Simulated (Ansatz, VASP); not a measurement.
# Mg2C3 in VASP and in Ansatz

```
Mg C
1.0
     2.41550   -2.35000    0.00000
     2.41550    2.35000    0.00000
    -1.22707    0.00000    4.83328
Mg C
2 3
Cartesian
  3.6601 0.0000 0.9720
  -0.0561 0.0000 3.8613
  1.1231 0.0000 1.2639
  2.4808 0.0000 3.5694
  1.8020 0.0000 2.4166
```

Alike in both runs: task single point; functional r2SCAN; k mesh 6 × 6 × 4; occupations gaussian, width 0.1 eV; no spin polarisation.

```csv
,VASP,Ansatz
version,VASP 6.6.1,Ansatz 0.2.0
potentials or method,"VASP PAW PBE potentials, release 64 (Mg, C)","scalar-relativistic, plane waves, PAW"
plane-wave cutoff (eV),520,500
valence electrons in the cell,16,32
```

```csv
,VASP,Ansatz,Ansatz less VASP
gap on the k mesh at the Fermi level (eV),2.03,2.02,-0.008
least direct gap on the mesh (eV),2.74,2.74,0.000
pressure (GPa),-3.2,-2.9,+0.30
largest component of the traceless stress (GPa),2.01,2.46,+0.449
rms of the force components (eV/Å),0.262,0.303,+0.0414
```

Atom by atom the forces differ by 0.042 eV/Å (rms over components). The functional is the same, so the differences come from potentials, cutoffs and numerics. The two sets of potentials don't hold the same shells in valence.

Caveats: the PAW data sets were made with another functional, which shifts forces and pressure a little (VASP). r2SCAN opens gaps a little over a GGA but as a rule still falls short of measured ones. A k mesh can miss the band edges.
